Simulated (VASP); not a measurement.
Calculation: r2SCAN meta-GGA, VASP's PBE PAW potentials (set 64) (plane waves; VASP).

VASP input:

### INCAR
```
SYSTEM=SrCl2
PREC=Accurate; ENCUT=400; LREAL=.FALSE.
LASPH=.TRUE.
EDIFF=1E-8; NELM=100; ALGO=Normal
LMAXMIX=4; LMIXTAU=.TRUE.
ISMEAR=0; SIGMA=0.05
METAGGA=R2SCAN
IBRION=1; NSW=30; ISIF=2
EDIFFG=-0.001
LWAVE=.FALSE.; LCHARG=.FALSE.
```

**KPOINTS**
```
Automatic mesh
0
Gamma
5 5 5
0 0 0
```

File POSCAR:
```
SrCl2
1
    0.0000000000     3.4979229564     3.4979229564
    3.4979229564     0.0000000000     3.4979229564
    3.4979229564     3.4979229564     0.0000000000
Sr Cl
1 2
Direct
  0.0000000000   0.0000000000   0.0000000000
  0.2500000000   0.2500000000   0.2500000000
  0.7500000000   0.7500000000   0.7500000000
```

POTCAR, in this order: Sr_sv Cl (PBE.64 set). Program: vasp_std.

The run wrote:

**OSZICAR**
```
       N       E                     dE             d eps       ncg     rms          rms(c)
DAV:   1     0.106715532649E+03    0.10672E+03   -0.10581E+04   320   0.113E+03
DAV:   2    -0.345919008456E+02   -0.14131E+03   -0.13813E+03   416   0.232E+02
DAV:   3    -0.423724666792E+02   -0.77806E+01   -0.77720E+01   520   0.597E+01
DAV:   4    -0.425576652980E+02   -0.18520E+00   -0.18517E+00   488   0.701E+00
DAV:   5    -0.425600743208E+02   -0.24090E-02   -0.24088E-02   488   0.797E-01    0.115E+01
DAV:   6    -0.362613593418E+02    0.62987E+01   -0.23467E+00   528   0.115E+01    0.824E+00
DAV:   7    -0.347990708559E+02    0.14623E+01   -0.93912E-01   488   0.942E+00    0.111E+00
DAV:   8    -0.357428044418E+02   -0.94373E+00   -0.10288E+00   440   0.896E+00    0.205E+00
DAV:   9    -0.350877349601E+02    0.65507E+00   -0.10614E-01   440   0.375E+00    0.152E+00
DAV:  10    -0.351828739983E+02   -0.95139E-01   -0.18449E-02   448   0.152E+00    0.129E+00
DAV:  11    -0.356376130200E+02   -0.45474E+00   -0.20393E-01   320   0.455E+00    0.517E-01
DAV:  12    -0.356846258751E+02   -0.47013E-01   -0.29882E-02   368   0.178E+00    0.363E-01
DAV:  13    -0.356454821234E+02    0.39144E-01   -0.23431E-02   320   0.174E+00    0.659E-01
DAV:  14    -0.356752082395E+02   -0.29726E-01   -0.14997E-02   336   0.146E+00    0.237E-01
DAV:  15    -0.356869847351E+02   -0.11776E-01   -0.26128E-03   336   0.572E-01    0.137E-01
DAV:  16    -0.356869879392E+02   -0.32042E-05   -0.37308E-05   512   0.523E-02    0.120E-01
DAV:  17    -0.356870185357E+02   -0.30596E-04   -0.97160E-05   344   0.113E-01    0.603E-02
DAV:  18    -0.356876912923E+02   -0.67276E-03   -0.13788E-04   360   0.133E-01    0.325E-02
DAV:  19    -0.356877877604E+02   -0.96468E-04   -0.63737E-05   344   0.794E-02    0.162E-02
DAV:  20    -0.356877916173E+02   -0.38569E-05   -0.14050E-05   352   0.417E-02    0.922E-03
DAV:  21    -0.356877972305E+02   -0.56132E-05   -0.35684E-06   376   0.221E-02    0.907E-03
DAV:  22    -0.356877986860E+02   -0.14555E-05   -0.10823E-06   528   0.101E-02    0.489E-03
DAV:  23    -0.356877998953E+02   -0.12093E-05   -0.46460E-07   368   0.787E-03    0.176E-03
DAV:  24    -0.356877996966E+02    0.19872E-06   -0.16890E-07   368   0.546E-03    0.141E-03
DAV:  25    -0.356878002029E+02   -0.50633E-06   -0.85087E-08   408   0.368E-03    0.659E-04
DAV:  26    -0.356878002423E+02   -0.39387E-07   -0.14954E-08   392   0.139E-03    0.351E-04
DAV:  27    -0.356878002977E+02   -0.55426E-07   -0.25622E-09   320   0.581E-04    0.204E-04
DAV:  28    -0.356878002432E+02    0.54527E-07   -0.34783E-09   248   0.543E-04    0.657E-05
DAV:  29    -0.356878002642E+02   -0.21079E-07   -0.16963E-09   200   0.374E-04    0.654E-05
DAV:  30    -0.356878002657E+02   -0.14581E-08   -0.33924E-10   232   0.135E-04
   1 F= -.35687800E+02 E0= -.35687800E+02  d E =-.356878E+02
```

**OUTCAR**
```
------------------------ aborting loop because EDIFF is reached ----------------------------------------
  FORCE on cell =-STRESS in cart. coord.  units (eV):
  Direction    XX          YY          ZZ          XY          YZ          ZX
  --------------------------------------------------------------------------------------
  Total       -0.0092313     -0.0092313     -0.0092313     -0.0000000      0.0000000      0.0000000
  in kB       -0.1727872     -0.1727872     -0.1727872     -0.0000000      0.0000000      0.0000000
  external PRESSURE =      -0.1727872 kB  Pullay stress =       0.0000000 kB
  volume of cell :       85.60
      direct lattice vectors                 reciprocal lattice vectors
     0.000000000  3.497922956  3.497922956    -0.142941970  0.142941970  0.142941970
     3.497922956  0.000000000  3.497922956     0.142941970 -0.142941970  0.142941970
     3.497922956  3.497922956  0.000000000     0.142941970  0.142941970 -0.142941970
 POSITION                                       TOTAL-FORCE (eV/Angst)
 -----------------------------------------------------------------------------------
      0.00000      0.00000      0.00000        -0.000000      0.000000     -0.000000
      1.74896      1.74896      1.74896         0.000000      0.000000      0.000000
      5.24688      5.24688      5.24688         0.000000     -0.000000     -0.000000
 -----------------------------------------------------------------------------------
    total drift:                                0.000000     -0.000000      0.000000
  FREE ENERGIE OF THE ION-ELECTRON SYSTEM (eV)
  ---------------------------------------------------
  free  energy   TOTEN  =       -35.6878002657 eV

  energy  without entropy=      -35.6878002657  energy(sigma->0) =      -35.68780027

 reached required accuracy - stopping structural energy minimisation
```
(Selected blocks of OUTCAR.)

OUTCAR:
```
 val. band max:       -0.3425537759   @ k =  -0.4000   0.4000   0.0000

 cond. band min:       5.6598488393   @ k =   0.0000   0.0000   0.0000


 Fermi energy:        -0.1120613340

 k-point     1 :       0.0000    0.0000    0.0000
  band No.  band energies     occupation
      1     -34.2527      2.00000
      2     -15.6173      2.00000
      3     -15.6173      2.00000
      4     -15.6173      2.00000
      5     -14.1368      2.00000
      6     -13.2791      2.00000
      7      -2.3948      2.00000
      8      -2.3948      2.00000
      9      -2.3948      2.00000
     10      -0.6178      2.00000
     11      -0.6178      2.00000
     12      -0.6178      2.00000
     13       5.6598      0.00000
     14       6.4168      0.00000
     15       6.4168      0.00000
     16       9.3357      0.00000

 k-point     2 :       0.2000    0.0000    0.0000
  band No.  band energies     occupation
      1     -34.2517      2.00000
      2     -15.7417      2.00000
      3     -15.6219      2.00000
      4     -15.6219      2.00000
      5     -13.9287      2.00000
      6     -13.3548      2.00000
      7      -2.2518      2.00000
      8      -2.2518      2.00000
      9      -2.1450      2.00000
     10      -1.0172      2.00000
     11      -0.8218      2.00000
     12      -0.8218      2.00000
     13       6.4279      0.00000
     14       6.6855      0.00000
     15       6.6855      0.00000
     16       8.2491      0.00000

 k-point     3 :       0.4000    0.0000    0.0000
  band No.  band energies     occupation
      1     -34.2499      2.00000
      2     -15.8921      2.00000
      3     -15.6293      2.00000
      4     -15.6293      2.00000
      5     -13.7388      2.00000
      6     -13.3691      2.00000
      7      -1.9233      2.00000
      8      -1.9233      2.00000
      9      -1.7727      2.00000
     10      -1.5503      2.00000
     11      -1.2248      2.00000
     12      -1.2248      2.00000
     13       6.9833      0.00000
...
```

The compound is SrCl2 in the fluorite structure. It was relaxed first. The start is the result of an earlier pass.
